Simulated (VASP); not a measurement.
OSZICAR of a VASP run on MgI₂ (space group P-3m1):

**OSZICAR**
```
       N       E                     dE             d eps       ncg     rms          rms(c)
DAV:   1    -0.243985943869E+04   -0.24399E+04   -0.42961E+03   144   0.651E+02
DAV:   2    -0.251196725535E+04   -0.72108E+02   -0.63408E+02   204   0.137E+02
DAV:   3    -0.251797165954E+04   -0.60044E+01   -0.59819E+01   176   0.472E+01
DAV:   4    -0.251811548190E+04   -0.14382E+00   -0.14380E+00   196   0.940E+00
DAV:   5    -0.992216927624E+01    0.25082E+04   -0.71996E+00   148   0.166E+01    0.627E+00
DAV:   6    -0.980270455943E+01    0.11946E+00   -0.78458E-01   156   0.516E+00    0.588E+00
DAV:   7    -0.978403143444E+01    0.18673E-01   -0.12149E-01   168   0.198E+00    0.424E+00
DAV:   8    -0.977780377197E+01    0.62277E-02   -0.14062E-02   176   0.734E-01    0.273E+00
DAV:   9    -0.977418415839E+01    0.36196E-02   -0.21158E-03   172   0.329E-01    0.163E+00
DAV:  10    -0.977271776682E+01    0.14664E-02   -0.91174E-04   168   0.219E-01    0.926E-01
DAV:  11    -0.977222248325E+01    0.49528E-03   -0.33315E-04   172   0.132E-01    0.513E-01
DAV:  12    -0.977205497807E+01    0.16751E-03   -0.10489E-04   172   0.761E-02    0.282E-01
DAV:  13    -0.977199770300E+01    0.57275E-04   -0.36091E-05   164   0.459E-02    0.156E-01
DAV:  14    -0.977197886220E+01    0.18841E-04   -0.13812E-05   172   0.290E-02    0.862E-02
DAV:  15    -0.977197310502E+01    0.57572E-05   -0.54934E-06   164   0.184E-02    0.478E-02
DAV:  16    -0.977197153073E+01    0.15743E-05   -0.21616E-06   164   0.117E-02    0.266E-02
DAV:  17    -0.977197119598E+01    0.33476E-06   -0.85250E-07   112   0.772E-03
   1 F= -.97719712E+01 E0= -.97719712E+01  d E =-.286142E-59
```

Q: Which electronic solver shows in the log?

A: It is blocked Davidson (ALGO = Normal, or the opening steps of other solvers). The INCAR had ALGO = Normal.

Q: Can the final energy be trusted as converged?

A: Self-consistency was reached. It stopped with EDIFF = 1E-6, NELM = 100 (PBE0 hybrid, plane waves, VASP's PBE PAW potentials (set 64)).

The structure comes from a computed database's MgI2 entry; how it stands against other phases isn't given here. The cell was not relaxed at this level. The k-mesh is coarse (spacing up to 0.58 per Å, 2π included), so the numbers may not be converged in it. The run is one of a series of settings (KPOINTS 3×3×2 Γ-centred mesh against the base run), some of them coarse on purpose.
